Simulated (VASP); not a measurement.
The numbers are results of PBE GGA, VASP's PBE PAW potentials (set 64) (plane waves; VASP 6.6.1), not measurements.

VASP ran on this input.

### INCAR
```
SYSTEM = TiAl
PREC = Accurate
ENCUT = 400
EDIFF = 1E-3
NELM = 100
ALGO = Normal
LREAL = .FALSE.
LASPH = .TRUE.
ISMEAR = 1
SIGMA = 0.1
GGA = PE
LMAXMIX = 4
LWAVE = .FALSE.
LCHARG = .FALSE.
ISIF = 2
```

KPOINTS:
```
Automatic mesh
0
G
11 12 8
0 0 0
```

POSCAR:
```
TiAl
1
    2.8725310000     0.0000000000     0.0000000000
    0.0000000000     2.8241150000     0.0000000000
    0.0000000000     0.0000000000     4.0770390000
Ti Al
1 1
Direct
  0.0000000000   0.0000000000   0.0000000000
  0.5149240000   0.5000000000   0.5000000000
```

POTCAR, in this order: Ti_sv Al (PBE.64 set). Program: vasp_std.

The resulting files:

OUTCAR:
```
 ion  position               nearest neighbor table
   1  0.000  0.000  0.000-   2 2.84   2 2.84   2 2.84   2 2.84   2 2.89   2 2.89   2 2.89   2 2.89
  LATTYP: Found a simple orthorhombic cell.
 ALAT       =     2.8241150000
 B/A-ratio  =     1.0171437778
 C/A-ratio  =     1.4436519051
 Subroutine PRICEL returns:
 Original cell was already a primitive cell.
 Subroutine GETGRP returns: Found  4 space group operations
The static configuration has the point symmetry C_2v.
The dynamic configuration has the point symmetry C_2v.
 Subroutine INISYM returns: Found  4 space group operations
 Subroutine IBZKPT returns following result:
 Found    210 irreducible k-points:

 Following reciprocal coordinates:
            Coordinates               Weight
  0.000000  0.000000  0.000000      1.000000
  0.090909  0.000000  0.000000      2.000000
  0.181818  0.000000  0.000000      2.000000
  0.272727  0.000000  0.000000      2.000000
  0.363636  0.000000  0.000000      2.000000
  0.454545  0.000000  0.000000      2.000000
  0.000000  0.083333  0.000000      2.000000
  0.090909  0.083333  0.000000      4.000000
  0.181818  0.083333  0.000000      4.000000
  0.272727  0.083333  0.000000      4.000000
  0.363636  0.083333  0.000000      4.000000
  0.454545  0.083333  0.000000      4.000000
  0.000000  0.166667  0.000000      2.000000
  0.090909  0.166667  0.000000      4.000000
  0.181818  0.166667  0.000000      4.000000
  0.272727  0.166667  0.000000      4.000000
  0.363636  0.166667  0.000000      4.000000
  0.454545  0.166667  0.000000      4.000000
  0.000000  0.250000  0.000000      2.000000
  0.090909  0.250000  0.000000      4.000000
  0.181818  0.250000  0.000000      4.000000
  0.272727  0.250000  0.000000      4.000000
  0.363636  0.250000  0.000000      4.000000
  0.454545  0.250000  0.000000      4.000000
  0.000000  0.333333  0.000000      2.000000
  0.090909  0.333333  0.000000      4.000000
  0.181818  0.333333  0.000000      4.000000
  0.272727  0.333333  0.000000      4.000000
  0.363636  0.333333  0.000000      4.000000
  0.454545  0.333333  0.000000      4.000000
  0.000000  0.416667  0.000000      2.000000
  0.090909  0.416667  0.000000      4.000000
  0.181818  0.416667  0.000000      4.000000
  0.272727  0.416667  0.000000      4.000000
  0.363636  0.416667  0.000000      4.000000
  0.454545  0.416667  0.000000      4.000000
  0.000000  0.500000  0.000000      1.000000
  0.090909  0.500000  0.000000      2.000000
  0.181818  0.500000  0.000000      2.000000
  0.272727  0.500000  0.000000      2.000000
   k-points           NKPTS =    210   k-points in BZ     NKDIM =    210   number of bands    NBANDS=     11
   number of dos      NEDOS =    301   number of ions     NIONS =      2
   total plane-waves  NPLWV =  10080
   dimension x,y,z NGX =    20 NGY =   18 NGZ =   28
   dimension x,y,z NGXF=    40 NGYF=   36 NGZF=   56
   ions per type =               1   1
   PREC   = accura    normal or accurate (medium, high low for compatibility)
   ISTART =      0    job   : 0-new  1-cont  2-samecut
   ICHARG =      2    charge: 1-file 2-atom 10-const
   ISPIN  =      1    spin polarized calculation?
   LNONCOLLINEAR =      F non collinear calculations
   LSORBIT =      F    spin-orbit coupling
   INIWAV =      1    electr: 0-lowe 1-rand  2-diag
   ENCUT  =  400.0 eV  29.40 Ry    5.42 a.u.   4.68  4.61  6.65*2*pi/ulx,y,z
   NELM   =    100;   NELMIN=  2; NELMDL= -5     # of ELM steps
   EDIFF  = 0.1E-02   stopping-criterion for ELM
   LREAL  =      F    real-space projection
   NLSPLINE    = F    spline interpolate recip. space projectors
...
```

### OSZICAR
```
       N       E                     dE             d eps       ncg     rms          rms(c)
DAV:   1     0.763242881749E+02    0.76324E+02   -0.65438E+03  4640   0.115E+03
DAV:   2    -0.901594027949E+01   -0.85340E+02   -0.83055E+02  4724   0.299E+02
DAV:   3    -0.138492768700E+02   -0.48333E+01   -0.46283E+01  7113   0.711E+01
DAV:   4    -0.140098007294E+02   -0.16052E+00   -0.15946E+00  5827   0.112E+01
DAV:   5    -0.140165706117E+02   -0.67699E-02   -0.67657E-02  6762   0.209E+00    0.953E+00
DAV:   6    -0.125448207612E+02    0.14717E+01   -0.13060E+01  5720   0.387E+01    0.338E+00
DAV:   7    -0.123947569238E+02    0.15006E+00   -0.13080E+00  5428   0.120E+01    0.182E+00
DAV:   8    -0.123814087238E+02    0.13348E-01   -0.15695E-01  5317   0.430E+00    0.497E-01
DAV:   9    -0.123794792421E+02    0.19295E-02   -0.25922E-02  5489   0.213E+00    0.220E-01
DAV:  10    -0.123795476142E+02   -0.68372E-04   -0.13906E-03  3819   0.440E-01
   1 F= -.12379548E+02 E0= -.12379764E+02  d E =0.650072E-03
```

### OUTCAR
```
------------------------ aborting loop because EDIFF is reached ----------------------------------------
  FORCE on cell =-STRESS in cart. coord.  units (eV):
  Direction    XX          YY          ZZ          XY          YZ          ZX
  --------------------------------------------------------------------------------------
  Total       -1.1117414     -0.5079590     -0.5758491      0.0000000      0.0000000      0.0000000
  in kB      -53.8545469    -24.6063558    -27.8950608      0.0000000      0.0000000      0.0000000
  external PRESSURE =     -35.4519878 kB  Pullay stress =       0.0000000 kB
  volume of cell :       33.07
      direct lattice vectors                 reciprocal lattice vectors
     2.872531000  0.000000000  0.000000000     0.348125051  0.000000000  0.000000000
     0.000000000  2.824115000  0.000000000     0.000000000  0.354093229  0.000000000
     0.000000000  0.000000000  4.077039000     0.000000000  0.000000000  0.245276045
 POSITION                                       TOTAL-FORCE (eV/Angst)
 -----------------------------------------------------------------------------------
      0.00000      0.00000      0.00000         0.179447      0.000000      0.000000
      1.47914      1.41206      2.03852        -0.179447      0.000000      0.000000
 -----------------------------------------------------------------------------------
    total drift:                               -0.001105      0.000000      0.000000
  FREE ENERGIE OF THE ION-ELECTRON SYSTEM (eV)
  ---------------------------------------------------
  free  energy   TOTEN  =       -12.3795476142 eV

  energy  without entropy=      -12.3801976858  energy(sigma->0) =      -12.37976430
```
(Selected blocks of OUTCAR.)

The compound is TiAl in the L1_0 structure. The cell was not relaxed at this level, atoms are displaced from their ideal sites. The run is one of a series of settings (EDIFF = 1E-3 against the base run), some of them coarse on purpose. The electron count is odd and the run is not spin-polarised, which forces a metal.
